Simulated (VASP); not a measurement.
Input:

```xyz
2
Lattice="3.5887 -1.9172 0.0000 3.5887 1.9172 0.0000 2.6523 0.0000 3.1786" Properties=species:S:1:pos:R:3 pbc="T T T"
As     2.2313     0.0000     0.7215
As     7.6319     0.0000     2.4571
```

Computed with PBE GGA, VASP's PBE PAW potentials (set 64) (plane waves; VASP 6.6.1). Numerical set-up: 400 eV cut-off, 13×13×13 Γ-centred mesh, first-order Methfessel-Paxton smearing of 0.10 eV, potentials As.

Gaps are read on the run's mesh, which can miss a band edge.

Q: Predict the energy per atom (σ→0), pressure, largest force, band gap (on the k-mesh) with the smallest direct gap where there is one.

A: 
```json
{
  "band gap (on the k-mesh)": "none (metal, semimetal or under 0.01 eV)",
  "energy per atom (σ→0)": "-4.654 eV/atom",
  "pressure": "2.42 GPa",
  "largest_force": "0.619 eV/Å"
}
```

The compound is As in the a7 structure. The cell was not relaxed at this level. The run is one of a series of settings (KPOINTS 13×13×13 Γ-centred mesh against the base run), some of them coarse on purpose.
